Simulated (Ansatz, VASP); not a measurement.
# Cross-check of ScF3 between VASP and Ansatz

One calculation is typed for both programs; each brings its own data sets and cutoff. How far apart do they land?

Calculated with Ansatz 0.2.0; plane waves, with VASP 6.6.1 beside it; single point at LDA.

**1. Starting point**

Symmetry: Pm-3m, No. 221, cubic system. Conventional cell: a = 4.012 Å, b = 4.012 Å, c = 4.012 Å, α = 90.00°, β = 90.00°, γ = 90.00°. Nearest to Sc lie 6 F at 2.01 Å. Nearest to F lie 2 Sc at 2.01 Å. Farther neighbours and most contacts between anions are not listed.

As a file:

```cif
data_structure
_symmetry_space_group_name_H-M 'P 1'
_symmetry_Int_Tables_number 1
_cell_length_a 4.0125
_cell_length_b 4.0125
_cell_length_c 4.0125
_cell_angle_alpha 90.000
_cell_angle_beta 90.000
_cell_angle_gamma 90.000
_cell_volume 64.60
loop_
_atom_site_label
_atom_site_type_symbol
_atom_site_fract_x
_atom_site_fract_y
_atom_site_fract_z
_atom_site_occupancy
Sc1 Sc 0.00000 0.00000 0.00000 1
F2 F 0.00000 0.00000 0.50000 1
F3 F 0.00000 0.50000 0.00000 1
F4 F 0.50000 0.00000 0.00000 1
```

**2. VASP: single point, LDA**

With cell and atoms fixed, the geometry can't cause a difference; cores, projectors, grids and the points listed under the comparison can.

Lines of VASP's logs that name or quote its potential files are left out, and so is its time.

INCAR

```
SYSTEM = ScF3
PREC = Accurate
ENCUT = 520
EDIFF = 1E-07
NELM = 100
ISMEAR = 0
SIGMA = 0.01
LREAL = .FALSE.
ALGO = Normal
GGA = CA
NBANDS = 22
LASPH = .TRUE.
LORBIT = 11
LWAVE = .FALSE.
LCHARG = .FALSE.
KPAR = 4
```

POSCAR

```
ScF3
1.0
    4.0124500000      0.0000000000      0.0000000000
    0.0000000000      4.0124500000      0.0000000000
    0.0000000000      0.0000000000      4.0124500000
Sc F
1 3
Direct
    0.0000000000      0.0000000000      0.0000000000
    0.0000000000      0.0000000000      0.5000000000
    0.0000000000      0.5000000000      0.0000000000
    0.5000000000      0.0000000000      0.0000000000
```

KPOINTS

```
Automatic mesh
0
Gamma
5 5 5
0 0 0
```

The projector-augmented-wave data sets are Sc_sv and F (PBE family, release 64).

Run with:

```bash
> mpirun -np 4 vasp_std
```

Numbers of over 12 decimals in the logs are rounded to 6 here.

Log:

```text
[banner, memory and clock lines left out]
running    4 mpi-ranks, on    1 nodes
 distrk:  each k-point on    1 cores,    4 groups
 distr:  one band on    1 cores,    1 groups

 POSCAR found type information on POSCAR ScF
 POSCAR found :  2 types and       4 ions
|                                                                             |
|               ----> ADVICE to this user running VASP <----                  |
|                                                                             |
|     You enforced a specific xc type in the INCAR file but a different       |
|     [... a line on the potential file left out ...]
|     I HOPE YOU KNOW WHAT YOU ARE DOING!                                     |
|                                                                             |

 LDA part: xc-table for (Slater(with rela. corr.)+CA(PZ))
 , standard interpolation
 POSCAR, INCAR and KPOINTS ok, starting setup
 FFT: planning ... GRIDC
 FFT: planning ... GRID_SOFT
 FFT: planning ... GRID
 WAVECAR not read
 entering main loop
       N       E                     dE             d eps       ncg     rms          rms(c)
DAV:   1     0.430408592422E+03    0.43041E+03   -0.15669E+04   440   0.149E+03
DAV:   2     0.124589741594E+02   -0.41795E+03   -0.40054E+03   556   0.465E+02
DAV:   3    -0.326841548385E+02   -0.45143E+02   -0.44559E+02   620   0.168E+02
DAV:   4    -0.338900966048E+02   -0.12059E+01   -0.12042E+01   578   0.285E+01
DAV:   5    -0.339206946816E+02   -0.30598E-01   -0.30593E-01   570   0.429E+00    0.163E+01
DAV:   6    -0.298648405318E+02    0.40559E+01   -0.13731E+01   690   0.498E+01    0.746E+00
DAV:   7    -0.297988938766E+02    0.65947E-01   -0.11952E+00   616   0.775E+00    0.430E+00
DAV:   8    -0.297493612764E+02    0.49533E-01   -0.38982E-01   656   0.608E+00    0.103E+00
DAV:   9    -0.297360338272E+02    0.13327E-01   -0.39050E-02   536   0.154E+00    0.308E-01
DAV:  10    -0.297356735918E+02    0.36024E-03   -0.49937E-03   566   0.106E+00    0.183E-01
DAV:  11    -0.297354033881E+02    0.27020E-03   -0.49372E-03   642   0.824E-01    0.103E-01
DAV:  12    -0.297353073923E+02    0.95996E-04   -0.82774E-04   598   0.462E-01    0.342E-02
DAV:  13    -0.297352954466E+02    0.11946E-04   -0.36208E-05   570   0.817E-02    0.196E-02
DAV:  14    -0.297352885630E+02    0.68835E-05   -0.33359E-05   630   0.694E-02    0.254E-03
DAV:  15    -0.297352885899E+02   -0.26898E-07   -0.10626E-06   580   0.114E-02    0.612E-04
DAV:  16    -0.297352885893E+02    0.63164E-09   -0.36833E-08   286   0.169E-03
   1 F= -.29735289E+02 E0= -.29735289E+02  d E =-.140817E-82
```

OUTCAR, selected parts (step 2):

```text
ion  position               nearest neighbor table
   1  0.000  0.000  0.000-   2 2.01   3 2.01   4 2.01   2 2.01   3 2.01   4 2.01
   2  0.000  0.000  0.500-   1 2.01   1 2.01
   3  0.000  0.500  0.000-   1 2.01   1 2.01
   4  0.500  0.000  0.000-   1 2.01   1 2.01

  LATTYP: Found a simple cubic cell.
 ALAT       =     4.0124500000

 Subroutine GETGRP returns: Found 48 space group operations
 (whereof 48 operations were pure point group operations)

The static configuration has the point symmetry O_h .

 Found     10 irreducible k-points:

   k-points           NKPTS =     10   k-points in BZ     NKDIM =     10   number of bands    NBANDS=     22

   dimension x,y,z NGX =    30 NGY =   30 NGZ =   30
   dimension x,y,z NGXF=    60 NGYF=   60 NGZF=   60

   ENCUT  =  520.0 eV  38.22 Ry    6.18 a.u.   7.46  7.46  7.46*2*pi/ulx,y,z

   NELECT =      32.0000    total number of electrons

 k-points in reciprocal lattice and weights: Automatic mesh
   0.00000000  0.00000000  0.00000000       0.008
   0.20000000  0.00000000  0.00000000       0.048
   0.40000000  0.00000000  0.00000000       0.048
   0.20000000  0.20000000  0.00000000       0.096
   0.40000000  0.20000000  0.00000000       0.192
   0.40000000  0.40000000  0.00000000       0.096
   0.20000000  0.20000000  0.20000000       0.064
   0.40000000  0.20000000  0.20000000       0.192
   0.40000000  0.40000000  0.20000000       0.192
   0.40000000  0.40000000  0.40000000       0.064

 average (electrostatic) potential at core
       1 -50.7724       2 -79.4972       3 -79.4972       4 -79.4972

 E-fermi :  -3.8133

 k-point     1 :       0.0000    0.0000    0.0000
  band No.  band energies     occupation
    ...
     12      -4.4758      2.00000
     13      -4.4758      2.00000
     14      -4.4206      2.00000
     15      -4.4206      2.00000
     16      -4.4206      2.00000
     17       2.2882      0.00000
     18       2.2882      0.00000
     19       2.2882      0.00000
     20       3.7275      0.00000
     21       4.0543      0.00000
    ...

 k-point     2 :       0.2000    0.0000    0.0000
  band No.  band energies     occupation
    ...
     12      -4.6477      2.00000
     13      -4.6477      2.00000
     14      -4.5201      2.00000
     15      -4.4363      2.00000
     16      -4.4363      2.00000
     17       2.3024      0.00000
     18       2.6082      0.00000
     19       2.6082      0.00000
     20       4.0644      0.00000
     21       4.1904      0.00000
    ...

 k-point     3 :       0.4000    0.0000    0.0000
  band No.  band energies     occupation
    ...
     12      -4.9895      2.00000
     13      -4.9895      2.00000
     14      -4.5905      2.00000
     15      -4.4330      2.00000
     16      -4.4330      2.00000
     17       2.3255      0.00000
     18       3.1222      0.00000
     19       3.1222      0.00000
     20       4.0802      0.00000
     21       5.0773      0.00000
    ...

  Total       -0.9887507     -0.9887507     -0.9887507     -0.0000000      0.0000000     -0.0000000
  in kB      -24.5227110    -24.5227110    -24.5227110     -0.0000000      0.0000000     -0.0000000
  external PRESSURE =     -24.5227110 kB  Pullay stress =       0.0000000 kB

  energy-cutoff  :      520.00
  volume of cell :       64.60
      direct lattice vectors                 reciprocal lattice vectors
     4.012450000  0.000000000  0.000000000     0.249224289  0.000000000  0.000000000
     0.000000000  4.012450000  0.000000000     0.000000000  0.249224289  0.000000000
     0.000000000  0.000000000  4.012450000     0.000000000  0.000000000  0.249224289

 POSITION                                       TOTAL-FORCE (eV/Angst)
 -----------------------------------------------------------------------------------
      0.00000      0.00000      0.00000         0.000000      0.000000      0.000000
      0.00000      0.00000      2.00623         0.000000      0.000000      0.000000
      0.00000      2.00623      0.00000         0.000000      0.000000      0.000000
      2.00623      0.00000      0.00000         0.000000      0.000000      0.000000
 -----------------------------------------------------------------------------------
    total drift:                                0.000000      0.000000      0.000000

  FREE ENERGIE OF THE ION-ELECTRON SYSTEM (eV)
  ---------------------------------------------------
  free  energy   TOTEN  =       -29.7352885893 eV

  energy  without entropy=      -29.7352885893  energy(sigma->0) =      -29.73528859

 total charge
# of ion       s       p       d       tot
------------------------------------------
    1        2.201   6.276   0.990   9.467
    2        1.728   4.367   0.000   6.095
    3        1.728   4.367   0.000   6.095
    4        1.728   4.367   0.000   6.095
--------------------------------------------------
tot          7.386  19.377   0.990  27.753

[... 3 further parts left out ...]
```

The PAW data sets were made with PBE, though LDA sets exist; this is a small mismatch.

**3. Ansatz: single point, LDA**

Ansatz runs on its default PAW (the set named soft_2) files.

The same cell, functional (in two slightly different forms), mesh and smearing now go to Ansatz, which takes its cutoff from its data sets.

input.yaml

```yaml
crystal:
  lattice:
    - [4.01245, 0.0, 0.0]
    - [0.0, 4.01245, 0.0]
    - [0.0, 0.0, 4.01245]
  atoms:
    - { symbol: Sc, position: [0.0, 0.0, 0.0] }
    - { symbol: F, position: [0.0, 0.0, 0.5] }
    - { symbol: F, position: [0.0, 0.5, 0.0] }
    - { symbol: F, position: [0.5, 0.0, 0.0] }
hamiltonian:
  xc: lda
  pseudopotentials: { kind: paw }
kpoints:
  mp_grid: { grid: [5, 5, 5] }
scf:
  occupations: { method: gaussian, width: 0.01 }
  n_extra_bands: 5
output:
  forces: true
  stress: true
  eigenvalues: true
```

Run with:

```bash
> ansatz run input.yaml --threads 2 --pin off --max-ram 4608MiB --backend cpu --events-out ev --progress --plain --runs-dir out
```

Log:

```text
scf.n_extra_bands = 5 over 16 filled bands (N_el = 32.0): the run solves 21 bands
Engine: ansatz 0.2.0, aarch64-unknown-linux-gnu
Pseudopotentials: kind: paw
Pseudopotential: Sc, paw, valence charge 11, recommended cutoff 420 eV (normal), Sc.paw.azcp
Pseudopotential: F, paw, valence charge 7, recommended cutoff 420 eV (normal), F.paw.azcp
Functional definition: SPW92
  exchange = slater_x
  correlation = pw_c
Crystal: 4 atoms, lattice volume = 64.599 Å³
Basis set: ecut = 420 eV, 1237 PW (Γ)
Bands: 21, of which v1, the nominal top of the filled ones, is band 16 counted from 1 (15 counted from 0)
Symmetry: 48 space group operations
Space group: Pm-3m (ITA 221), of the structure as read, at distance tolerance 4.0e-5 Å
k-points: 10 of 125
Non-local potential: Sc, projectors of the file, l = 0: 3, l = 1: 2, l = 2: 3, l = 3: 1
Non-local potential: F, projectors of the file, l = 0: 2, l = 1: 2, l = 2: 1
PAW form: soft (Blöchl's): semilocal exchange-correlation on the pseudo side does not see the compensation charge
PAW frozen core: Sc, regenerated for the run's functional, and the local potential with it (the file was generated under x = pbe(κ = 0.804, μ = 0.219515), c = pbe(β = 0.066725))
PAW frozen core: F, regenerated for the run's functional, and the local potential with it (the file was generated under x = pbe(κ = 0.804, μ = 0.219515), c = pbe(β = 0.066725))
PAW one-centre angular grid: Sc, 590 points (default); XC on 64 Gauss nodes
PAW one-centre angular grid: F, 110 points (default); XC on 64 Gauss nodes
Initial density: superposition of atomic densities (neutral atoms: chi_scale 0, normalization atom), corrected by the library's trained network
Initial wavefunctions: pseudopotential atomic-orbital guess
Functional: x = slater, c = lda
SCF iter   1: F=—  HF=-4477.827240 eV  |F-HF|=—  |Δ(HF+E_count)|=         —  Δρ=1.81e-2  dr2=1.53e-1  ethr=1.77e-3  ⟨swp⟩=6.0  Hψ=941  notcnv=0
preconditioner: auto → Resta (q_TF=auto, 2.427 Å⁻¹)  ε∞=3.1  [insulator: Δε(μ)=5.971 eV  Ē_g=17.345 eV  σ=0.010 eV  W_gap=1.00  n_scr=18 (ndim 8)  ℏωp=25.3 eV  f_vac=0.292  D(μ)=0.00/eV (n_scr^D=0)  ε∞_Penn≈3.1]
SCF iter   2: F=—  HF=-4477.788536 eV  |F-HF|=—  |Δ(HF+E_count)|=   3.87e-2  Δρ=6.03e-3  dr2=9.54e-3  ethr=4.77e-4  ⟨swp⟩=2.2  Hψ=424  notcnv=0  defer=10
SCF iter   3: F=—  HF=-4477.785731 eV  |F-HF|=—  |Δ(HF+E_count)|=   2.81e-3  Δρ=1.90e-3  dr2=1.32e-3  ethr=2.98e-5  ⟨swp⟩=2.2  Hψ=334  notcnv=0  defer=10
SCF iter   4: F=—  HF=-4477.785336 eV  |F-HF|=—  |Δ(HF+E_count)|=   3.94e-4  Δρ=3.10e-4  dr2=4.75e-5  ethr=4.12e-6  ⟨swp⟩=2.1  Hψ=387  notcnv=0  defer=10
SCF iter   5: F=—  HF=-4477.785335 eV  |F-HF|=—  |Δ(HF+E_count)|=   7.89e-7  Δρ=3.78e-5  dr2=1.21e-6  ethr=1.48e-7  ⟨swp⟩=2.0  Hψ=300  notcnv=0  defer=10
SCF iter   6: F=—  HF=-4477.785337 eV  |F-HF|=—  |Δ(HF+E_count)|=   1.59e-6  Δρ=1.20e-5  dr2=1.20e-7  ethr=3.13e-10  ⟨swp⟩=8.2  Hψ=921  notcnv=0
SCF iter   7: F=-4477.785337 eV  HF=-4477.785337 eV  |F-HF|=1.72e-8  |Δ(HF+E_count)|=   1.30e-7  Δρ=2.64e-6  dr2=5.91e-9  ethr=3.13e-10  ⟨swp⟩=4.9  Hψ=801  notcnv=0
SCF 1 converged in 7 iterations: F = -4477.785337 eV  dr2 = 5.91e-9
  greatest PAW one-centre occupation: 0.998 electrons in one spin orbital (limit 2), on the Sc atom at site 0 (counted from 0), in its partial waves of l = 0
SCF converged after 7 iterations
Free energy (F): -4477.785337 eV
Harris-Foulkes:  -4477.785337 eV  (|F-HF|=1.72e-8)
Internal energy: -4477.785337 eV  (E = F + TS)
E sigma→0 (E₀):  -4477.785337 eV
Fermi energy:    2.465384 eV
--- Per-component energies (eV) ---
  E_band       = -397.294779
  E_kinetic    = 876.693335
  E_local      = -3371.816597  (includes V_loc(G=0)·N_el)
  E_nonlocal   = 307.366705
  E_hartree    = 1268.732941
  E_xc         = -337.563206
  E_vxc        = -432.053385  (∫ρ·V_xc dr)
  E_paw        = -1470.583390  (= ΣΔE_a)
  E_vpaw       = -314.959675  (= ΣTr[D̂ρ^β])
  E_aug_tail   = 0.006134  (compensation charges beyond the density's cutoff)
  E_ewald      = -1751.265938
  E_core_change = 0.644678  (= ΣΔE_core)
  E_smearing   = -0.000000  (= −TS)
  E_closure    = -0.000000  (closes the sum)
  Σ components = -4477.785337   (vs F -4477.785337, Δ=0.00e0)
--- Forces (eV/Å), atoms counted from 1 ---
  atom   1  Sc    -0.00000000     0.00000000     0.00000000
  atom   2  F      0.00000000     0.00000000     0.00000000
  atom   3  F      0.00000000     0.00000000    -0.00000000
  atom   4  F      0.00000000    -0.00000000    -0.00000000
  max |Σ_I F_I| component: 2.92e-29 eV/Å
--- Stress (GPa, compression-positive) ---
       -2.971164      -0.000000       0.000000
        0.000000      -2.971164       0.000000
       -0.000000       0.000000      -2.971164
  P = ⅓ Tr σ = -2.9712 GPa (-29.712 kbar)
--- Band table (eV; the first three rows and the last of 10) ---
  k-point 0: bands = [... 12 lower, -1.1987, -1.1499, -1.1499, -1.1499, 5.6015, 5.6015, 5.6015, 7.0283, ... 1 higher]
  k-point 1: bands = [... 12 lower, -1.3701, -1.2434, -1.1641, -1.1641, 5.6156, 5.9193, 5.9193, 7.3789, ... 1 higher]
  k-point 2: bands = [... 12 lower, -1.7071, -1.3130, -1.1596, -1.1596, 5.6386, 6.4309, 6.4309, 7.3946, ... 1 higher]
  k-point 9: bands = [... 12 lower, -2.7790, -0.7041, -0.7041, -0.6707, 7.0881, 7.1070, 7.1070, 9.8997, ... 1 higher]
```

Run time: 1.3 s. Hardware: 2 threads of Arm Neoverse N1, shared host; peak memory 0.26 GiB.

In the SCF lines HF is the Harris–Foulkes energy and dr2 the Hartree energy of the density residual, in eV; the loop may stop once dr2 is under the threshold and the program's other checks hold. Hψ counts applications of the Hamiltonian.

The run ends at a pressure of -2.97 GPa.

**4. Comparison**

Known differences besides the potentials themselves: the two LDA forms differ slightly; the cutoff is 420 eV in Ansatz and 520 eV in VASP; Ansatz makes its cores anew for this functional, VASP keeps those of its PBE data sets; VASP's log shows a relativistic correction to its local exchange, Ansatz's none. Total energies have different zeros and are not compared.

Compared:

```tsv
quantity	Ansatz	VASP	difference
pressure (GPa)	-2.97	-2.45	-0.52
pressure without Ansatz's Pulay correction (GPa)	-3.74	-2.45	-1.28
gap on the k mesh (eV)	6.272	6.237	+0.036
```

A gap on the mesh is an upper bound, since the band edges may lie between its points. Ansatz's pressure holds a Pulay correction of 0.76 GPa; VASP's holds none.

**5. Summary of results**

* difference in gap on the k mesh (single point, LDA): 0.036 eV
* difference in pressure (single point, LDA): -0.52 GPa

**Reading.** The difference in pressure is -0.52 GPa (single point, LDA), within the 1 GPa picked in this series as the mark of a large difference. Such differences can come from data sets, numerical settings and the points named under the comparisons, not from the functional's error against experiment.

[Lines on the potential files, build, host, timing and source positions are cut from VASP's logs without a mark.]

[Logs are printed without paths, hosts, clocks, repeated set-up lines and the standing remarks that a program may print on its own settings, such as how far it seeks lower states.]

[Hosts, paths, dates, database ids (printed as entryN), source tags and the programs' standing remarks are cut or masked in the printed files.]

[VASP's PBE data sets in a run with another functional are called a small mismatch above; for pressures it isn't always small: they can move by 1 GPa and more.]
